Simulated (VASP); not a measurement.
Given:

```
CELL_PARAMETERS angstrom
     -1.65000     1.65000     1.65000
      1.65000    -1.65000     1.65000
      1.65000     1.65000    -1.65000
ATOMIC_POSITIONS crystal
  Ta 0.00000 0.00000 0.00000
```

Calculation: optB86b-vdW, VASP's PBE PAW potentials (set 64) (plane waves; VASP). Settings: 520 eV cut-off, Gaussian smearing of 0.050 eV, potentials Ta_pv.

Unless said otherwise, spin-orbit coupling is left out, though it shifts the bands of the heavy elements here.

Problem. Estimate the band gap (along the path) with the smallest direct gap where there is one.

Solution. 
The band gap (along the path) comes out as none (metal, semimetal or under 0.01 eV).

The compound is Ta in the bcc structure. The cell was not relaxed at this level.
